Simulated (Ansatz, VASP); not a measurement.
**Cross-check of Sr2C between VASP and Ansatz**

Wanted: the spread between two codes on one cell, functional and k mesh. The cell is generated by rule, not measured, and may not be a known phase. The cell is taken from a series of runs on this material, whose earlier steps may have relaxed, scaled, displaced or heated it; both programs get it as it stands.

Program: Ansatz 0.2.0. Level of theory: plane waves, with VASP 6.6.1 beside it; zone-centre phonons at PBEsol. Results are calculated unless marked as measured.

The structure was built from a prototype and need not be the compound's stable phase.

### 1. Starting point

It takes space group Fm-3m (No. 225, cubic). The conventional cell has a = 6.616 Å, b = 6.616 Å, c = 6.616 Å, α = 90.00°, β = 90.00°, γ = 90.00°. Nearest to Sr lie 4 C at 2.86 Å. Nearest to C lie 8 Sr at 2.86 Å. Farther neighbours are not listed.

### 2. Ansatz: zone-centre phonons, PBEsol

Ansatz runs on its default PAW (the set named soft_2) files.

Second derivatives magnify differences that forces hide, and they need a tight electronic threshold.

Contents of input.yaml:

```yaml
crystal:
  lattice:
    - [0.0, 3.3077591482, 3.3077591482]
    - [3.3077591482, 0.0, 3.3077591482]
    - [3.3077591482, 3.3077591482, 0.0]
  atoms:
    - { symbol: Sr, position: [0.25, 0.25, 0.25] }
    - { symbol: Sr, position: [0.75, 0.75, 0.75] }
    - { symbol: C, position: [0.0, 0.0, 0.0] }
kpoints:
  mp_grid: { grid: [10, 10, 10] }
hamiltonian:
  xc: pbesol
scf:
  occupations: { method: methfessel_paxton, width: 0.15 }
output:
  eigenvalues: true
phonons:
  method: dfpt
  qmesh: [2, 2, 2]
  temperatures: { t_max: 1000, t_step: 50 }
  qpath:
    path:
      - [[0.0, 0.0, 0.0], [0.5, 0.0, 0.5], [0.625, 0.25, 0.625]]
      - [[0.375, 0.375, 0.75], [0.0, 0.0, 0.0], [0.5, 0.5, 0.5], [0.5, 0.25, 0.75], [0.5, 0.0, 0.5]]
    npoints: 10
```

The run is started by

```
$ ansatz run input.yaml --threads 4 --pin off --max-ram 7168MiB --backend cpu --events-out ev --progress --plain --runs-dir out
```

Numbers of over 12 decimals in the logs are rounded to 6 here.

The program printed:

```text
Warning: phonons: the dynamical matrix that this run interpolates holds no multipole term above the dipole-dipole one, and a site of this crystal is no centre of inversion, so its interpolated transverse optical and acoustic branches and sound speeds can stay off near Gamma, and the density of states and the thermodynamics with them. What a run solves at a wave vector of phonons.qpoints, Gamma apart, where the deck admits one, is free of this, and under fd what a larger phonons.supercell samples
Engine: ansatz 0.2.0, aarch64-unknown-linux-gnu
Pseudopotentials: kind: paw
Pseudopotential: Sr, paw, valence charge 10, recommended cutoff 420 eV (normal), Sr.paw.azcp
Pseudopotential: C, paw, valence charge 4, recommended cutoff 420 eV (normal), C.paw.azcp
Functional definition: PBEsol
  exchange = pbesol_x
  correlation = pbesol_c
Crystal: 3 atoms, lattice volume = 72.382 Å³
Basis set: ecut = 420 eV, 1411 PW (Γ), exchange–correlation on 64×64×64 points (8 copies of the dense FFT grid, shifted against one another)
Bands: 16, of which v1, the nominal top of the filled ones, is band 12 counted from 1 (11 counted from 0)
Symmetry: 48 space group operations
k-points: 47 of 1000
Non-local potential: Sr, projectors of the file, l = 0: 3, l = 1: 2, l = 2: 2
Non-local potential: C, projectors of the file, l = 0: 2, l = 1: 2, l = 2: 1
PAW form: soft (Blöchl's): semilocal exchange-correlation on the pseudo side does not see the compensation charge
PAW frozen core: Sr, regenerated for the run's functional, and the local potential with it (the file was generated under x = pbe(κ = 0.804, μ = 0.219515), c = pbe(β = 0.066725))
PAW frozen core: C, regenerated for the run's functional, and the local potential with it (the file was generated under x = pbe(κ = 0.804, μ = 0.219515), c = pbe(β = 0.066725))
PAW one-centre angular grid: Sr, 110 points (default); XC on 64 Gauss nodes
PAW one-centre angular grid: C, 110 points (default); XC on 64 Gauss nodes
Initial density: superposition of atomic densities (neutral atoms: chi_scale 0, normalization atom), corrected by the library's trained network
Initial wavefunctions: pseudopotential atomic-orbital guess
Functional: x = pbesol(κ = 0.804, μ = 0.123457), c = pbesol(β = 0.046)
SCF iter   1: F=—  HF=-7229.381660 eV  |F-HF|=—  |Δ(HF+E_count)|=         —  Δρ=4.92e-3  dr2=2.54e-2  ethr=1.77e-3  ⟨swp⟩=8.9  Hψ=4902  notcnv=0
preconditioner: auto → Kerker (q_TF=auto, 2.270 Å⁻¹)  [metal: Δε(μ)=0.015 eV  Ē_g=13.811 eV  σ=0.150 eV  W_gap=0.08  n_scr=14 (ndim 8)  ℏωp=19.5 eV  f_vac=0.000  D(μ)=1.77/eV (n_scr^D=14)]
SCF iter   2: F=—  HF=-7229.380152 eV  |F-HF|=—  |Δ(HF+E_count)|=   1.51e-3  S|Δr|=    0.00e0  Δρ=2.28e-3  dr2=7.83e-3  ethr=1.06e-4  ⟨swp⟩=2.1  Hψ=1276  notcnv=0
SCF iter   3: F=—  HF=-7229.380020 eV  |F-HF|=—  |Δ(HF+E_count)|=   1.32e-4  S|Δr|=    0.00e0  Δρ=1.51e-3  dr2=3.11e-3  ethr=3.26e-5  ⟨swp⟩=1.0  Hψ=752  notcnv=0
SCF iter   4: F=—  HF=-7229.379782 eV  |F-HF|=—  |Δ(HF+E_count)|=   2.37e-4  S|Δr|=    0.00e0  Δρ=3.33e-4  dr2=2.08e-4  ethr=1.30e-5  ⟨swp⟩=1.0  Hψ=752  notcnv=0
SCF iter   5: F=—  HF=-7229.379765 eV  |F-HF|=—  |Δ(HF+E_count)|=   1.72e-5  S|Δr|=    0.00e0  Δρ=8.18e-5  dr2=7.16e-6  ethr=8.66e-7  ⟨swp⟩=2.1  Hψ=1205  notcnv=0
SCF iter   6: F=—  HF=-7229.379766 eV  |F-HF|=—  |Δ(HF+E_count)|=   9.51e-7  S|Δr|=    0.00e0  Δρ=2.06e-5  dr2=3.70e-7  ethr=2.98e-8  ⟨swp⟩=2.1  Hψ=954  notcnv=0
SCF iter   7: F=—  HF=-7229.379767 eV  |F-HF|=—  |Δ(HF+E_count)|=   6.78e-7  S|Δr|=    0.00e0  Δρ=2.31e-6  dr2=3.13e-9  ethr=1.54e-9  ⟨swp⟩=2.1  Hψ=956  notcnv=0
SCF iter   8: F=—  HF=-7229.379767 eV  |F-HF|=—  |Δ(HF+E_count)|=   3.53e-9  S|Δr|=    0.00e0  Δρ=5.13e-7  dr2=1.81e-10  ethr=1.30e-11  ⟨swp⟩=2.2  Hψ=1326  notcnv=0
SCF iter   9: F=-7229.379767 eV  HF=-7229.379767 eV  |F-HF|=1.82e-12  |Δ(HF+E_count)|=  1.16e-10  S|Δr|=    0.00e0  Δρ=8.44e-8  dr2=4.49e-12  ethr=1.00e-12  ⟨swp⟩=5.6  Hψ=4073  notcnv=0
SCF 1 converged in 9 iterations: F = -7229.379767 eV  dr2 = 4.49e-12
  greatest PAW one-centre occupation: 0.987 electrons in one spin orbital (limit 2), on the Sr atom at site 1 (counted from 0), in its partial waves of l = 0
Initial density: read from a saved state, or passed on in memory by an earlier SCF of this step, an earlier step, the calling program or the single point that the run made first
iter 1 solved again at ethr=1.43e-7 eV; its pass at ethr=3.10e-3 eV (dr2=3.44e-5 eV) is discarded
SCF iter   1: F=—  HF=-7229.379764 eV  |F-HF|=—  |Δ(HF+E_count)|=         —  Δρ=6.30e-7  dr2=1.71e-10  ethr=1.43e-7  ⟨swp⟩=4.4  Hψ=7573  notcnv=0
eigensolver tolerance schedule: the retry pair's looser diagonalisation over-reported the residual by 200659.07 of it (diagonalisation noise at an unbounded share of the residual, at the tolerance the schedule requests for it); recorded, not acted on — ethr = c·dr2/N_el stays at c = 1.0e-1
preconditioner: auto → Kerker (q_TF=auto, 2.270 Å⁻¹)  [metal: Δε(μ)=0.009 eV  Ē_g=13.808 eV  σ=0.150 eV  W_gap=0.05  n_scr=14 (ndim 8)  ℏωp=19.5 eV  f_vac=0.000  D(μ)=1.56/eV (n_scr^D=14)]
SCF iter   2: F=—  HF=-7229.379767 eV  |F-HF|=—  |Δ(HF+E_count)|=   2.52e-6  S|Δr|=    0.00e0  Δρ=4.71e-7  dr2=2.22e-10  ethr=1.00e-12  ⟨swp⟩=4.5  Hψ=2341  notcnv=0
SCF iter   3: F=—  HF=-7229.379767 eV  |F-HF|=—  |Δ(HF+E_count)|=  2.27e-11  S|Δr|=    0.00e0  Δρ=2.33e-7  dr2=2.94e-11  ethr=1.00e-12  ⟨swp⟩=1.8  Hψ=812  notcnv=0
SCF iter   4: F=-7229.379767 eV  HF=-7229.379767 eV  |F-HF|=3.64e-12  |Δ(HF+E_count)|=  3.64e-12  S|Δr|=    0.00e0  Δρ=1.39e-7  dr2=8.99e-12  ethr=1.00e-12  ⟨swp⟩=2.9  Hψ=2671  notcnv=0
SCF 2 converged in 4 iterations: F = -7229.379767 eV  dr2 = 8.99e-12
phonons: the bands overlap, so this run is a metal and interpolates without the dipole-dipole term. If the crystal is really an insulator or semiconductor, its LO-TO splitting is missing
NSCF: frozen V_eff on 47 k-points
NSCF: frozen V_eff on 102 k-points
DFPT response loops at q = (0, 0, 0) (fractional): preconditioner auto → Kerker (q_TF=auto, 2.270 Å⁻¹) (partly filled bands, converged f_vac=0.000); β = 1.00, the filter's whole step (`scf.mixing.beta` (0.50) is not read by the response loops under this deck's `scf.mixing.preconditioner`; to damp them name `kerker` or `kerker_dos`, under which they read `scf.mixing.beta`, and type it under 1.00, their step now; both keys bind the ground state too); Broyden in place of MSR1
NSCF: frozen V_eff on 564 k-points
DFPT response loops at q = (0, 0, -0.5) (fractional): mixed as the last ones told, above
NSCF: frozen V_eff on 342 k-points
DFPT response loops at q = (0, -0.5, -0.5) (fractional): mixed as the last ones told, above
SCF converged after 9 iterations
Stability not checked: this state was not tested for a lower state beside it, because cold or Methfessel-Paxton smearing, or corrected tetrahedra, fill the levels in a way that the test cannot read (fill_not_monotonic; see scf.lower_state_search)
Free energy (F): -7229.379767 eV
Harris-Foulkes:  -7229.379767 eV  (|F-HF|=1.82e-12)
Internal energy: -7229.382154 eV  (E = F + TS)
E sigma→0 (E₀):  -7229.380364 eV
Entropy (-TS):   0.002387 eV (0.796 meV/atom)
Fermi energy:    8.633509 eV
--- Per-component energies (eV) ---
  E_band       = -159.659228
  E_kinetic    = 575.073673
  E_local      = -1321.776398  (includes V_loc(G=0)·N_el)
  E_nonlocal   = 433.513283
  E_hartree    = 311.879416
  E_xc         = -390.533862
  E_vxc        = -381.845870  (∫ρ·V_xc dr)
  E_paw        = -5383.189782  (= ΣΔE_a)
  E_vpaw       = -88.382782  (= ΣTr[D̂ρ^β])
  E_aug_tail   = 0.000003  (compensation charges beyond the density's cutoff)
  E_ewald      = -1454.638281
  E_core_change = 0.289795  (= ΣΔE_core)
  E_smearing   = 0.002387  (= −TS)
  E_closure    = -0.000000  (closes the sum)
  Σ components = -7229.379767   (vs F -7229.379767, Δ=0.00e0)
--- Band table (eV; the first three rows and the last of 47) ---
  k-point 0: bands = [... 8 lower, 0.3573, 7.1248, 7.1248, 7.1248, 8.6399, 9.8727, 9.8727, 13.9584]
  k-point 1: bands = [... 8 lower, 0.4201, 6.9258, 7.1956, 7.1956, 9.1091, 9.9657, 9.9657, 13.5011]
  k-point 2: bands = [... 8 lower, 0.5789, 6.7187, 7.3928, 7.3928, 10.0524, 10.2363, 10.2363, 12.6993]
  k-point 46: bands = [... 8 lower, 1.0407, 7.2374, 7.8586, 8.5064, 8.7797, 11.2521, 11.3588, 12.6939]
--- Phonons (Γ-DFPT): 2 representative perturbations + reference (Σ response iterations 6) ---
  ASR residual: 3.862e-5 → 0.000e0 eV/Å²; symmetrization residual: 6.437e-7 eV/Å²
  ASR residual per site (eV/Å²): 3.86e-5 3.86e-5 2.38e-5
  Γ frequencies (cm⁻¹): 0.00 0.00 0.00 127.59 127.59 127.59 197.90 197.90 197.90
--- Phonons (arbitrary-q DFPT): 3 irreducible q on the 2×2×2 mesh ---
  q = [0.0000, 0.0000, 0.0000] (star 1, of the zone-centre solve; hermiticity 4.25e-7, symmetrization 1.19e-14): -0.00 -0.00 0.00 127.59 127.59 127.59 197.90 197.90 197.90
  q = [0.0000, 0.0000, -0.5000] (star 4, 2 solved perturbations on 282 of 1000 k-point pairs; hermiticity 1.16e-5, symmetrization 2.97e-6): 96.05 99.63 99.63 116.38 116.38 125.87 191.11 191.11 319.06
  q = [0.0000, -0.5000, -0.5000] (star 3, 4 solved perturbations in 546 linear systems a pass and spin channel, the states on 171 of 1000 k-point pairs; hermiticity 1.21e-7, symmetrization 1.91e-8): -39.59 51.24 51.24 90.33 90.33 161.44 171.56 171.56 327.96
  sum rule: each row above includes the acoustic sum rule's correction from the zone centre's row sums; it moved no ω² by more than (0.73 cm⁻¹)²
  mesh force constants: q→R imaginary residual 6.33e-17; ASR residual 3.862e-5 → 0.000e0 eV/Å²; symmetrization residual 3.109e-15 eV/Å²
  interpolated dispersion: 62 rows × 9 modes
  density of states and harmonic sums: on the 16×16×16 q-mesh, interpolated from the force constants of a 2×2×2 supercell (no non-analytic term)
  largest difference from the sums on the solved wave vectors: F 1.68e-1 eV, S 2.27e-4 and C_V 5.88e-5 eV/K
  zero-point energy: 0.077711 eV/cell   skipped modes (ω ≤ 0): 16, of them read as no rigid motion or as one in doubt: 13 (6.665e-2 modes/cell left out, lowest -39.59 cm⁻¹)   left out of the sums: 7.49e-3 of the cell's modes: C_V's classical limit lies that fraction below 3 k_B per atom; for a crystal, a wire or a layer, F and S can be off by more, and a phonons.interpolated_qmesh denser along its periods is the remedy for the sampling
```

(Part 1 of 2 ends here.)

[Lines on the potential files, build, host, timing and source positions are cut from VASP's logs without a mark.]

[Logs are printed without paths, hosts, clocks, repeated set-up lines and the standing remarks that a program may print on its own settings, such as how far it seeks lower states.]

[Hosts, paths, dates, database ids (printed as entryN), source tags and the programs' standing remarks are cut or masked in the printed files.]
